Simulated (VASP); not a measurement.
**HPbNO4 under changes of volume**

One of the cells (14.546 Å³/atom); the others are scaled copies at fixed shape and fractional positions:

```
CELL_PARAMETERS angstrom
4.95714 0.00000 0.00000
0.00000 5.63427 0.00000
0.00000 0.00000 7.29144
ATOMIC_POSITIONS crystal
H 0.00000 0.50000 0.19317
H 0.50000 0.00000 0.80683
Pb 0.50000 0.50000 0.95257
Pb 0.00000 0.00000 0.04743
N 0.00000 0.00000 0.63654
N 0.50000 0.50000 0.36346
O 0.00000 0.50000 0.05860
O 0.50000 0.00000 0.94140
O 0.00000 0.19569 0.72995
O 0.00000 0.80431 0.72995
O 0.00000 0.00000 0.46750
O 0.50000 0.69569 0.27005
O 0.50000 0.30431 0.27005
O 0.50000 0.50000 0.53250
```

The cell was built by a generator and needn't be a form met in nature.

| Item | Value |
| --- | --- |
| Program | VASP 6.6.1 |
| Functional | PBE |
| Potentials or basis | VASP PAW PBE potentials, release 64 (H, Pb_d, N, O) |
| Cutoff | 520 eV |
| k mesh | 6 × 5 × 4 |
| Occupations | fermi-dirac, width 0.05 eV |
| Spin | no spin polarisation |

```csv
volume (Å³/atom),energy over the lowest point (meV/atom),pressure (GPa),gap on the mesh (eV),largest force (eV/Å)
13.405,?,?,?,?
13.691,10.86,5.0,2.97,1.984
13.976,3.46,2.7,2.91,1.249
14.546,0.00,-1.2,2.80,0.172
14.832,3.19,-2.9,2.74,0.644
15.117,9.22,-4.4,2.69,1.185
```

Q: What does the run at 13.405 Å³/atom give?

A: Energy over the lowest point 22.61 meV/atom; pressure 7.6 GPa; gap on the mesh 3.02 eV; largest force 2.780 eV/Å.

Worked out: A Birch-Murnaghan fit of order 3 (a polynomial in V^(-2/3)) to the other rows has its minimum at 14.40 Å³/atom with B0 = V·E''(V) = 95 GPa and B' = 4.4 at fixed shape and positions, which overstates the stiffness. It gives 22.66 meV/atom at 13.405 Å³/atom, against the run's 22.61, and -dE/dV = 7.9 GPa, against 7.6. A straight line through the other rows of the gap, of slope -2.83 eV per unit of ln V, extrapolates to 3.03 eV, against the run's 3.02.

Energies are extrapolated to zero smearing.

Caveats: the standard files for N, O and F lose accuracy on very short bonds; spin-orbit coupling is left out, which as a rule narrows the gap of such compounds by several tenths of an eV; an odd mesh through Γ misses points on the zone boundary, where band edges often lie; forces of over 1 eV/Å show positions far from the minimum, so gaps and moduli don't describe the material at rest (some runs).
